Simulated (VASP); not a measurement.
Energy against volume of ZrB$_{2}$ (AlB2 type). Calculation: PBEsol GGA, VASP's PBE PAW potentials (set 64) (plane waves; VASP). Numerical set-up: 520 eV cut-off, 11×11×9 Γ-centred mesh, first-order Methfessel-Paxton smearing of 0.10 eV, potentials Zr_sv B.

Shape and ions are relaxed at each volume.

```json
[
 {"V (Å³/atom)": "9.787", "E (eV/atom)": "-8.79425"},
 {"V (Å³/atom)": "10.090", "E (eV/atom)": "-8.80185"},
 {"V (Å³/atom)": "10.393", "E (eV/atom)": "-8.79525"},
 {"V (Å³/atom)": "10.695", "E (eV/atom)": "-8.77640"}
]
```

Problem. Fit these four points and predict the energy of the run at 9.485 Å³/atom.

Solution. A cubic in V^(−2/3), the third-order Birch-Murnaghan form, passes through the four points with V0 = 10.09 Å³/atom and B0 = 249 GPa, and gives -8.7703 eV/atom there. The run gave -8.7702 eV/atom, +0.2 meV/atom from the fit; all five points give B0 = 250 GPa.

The compound is ZrB2 in the AlB2 type structure. It was relaxed first.
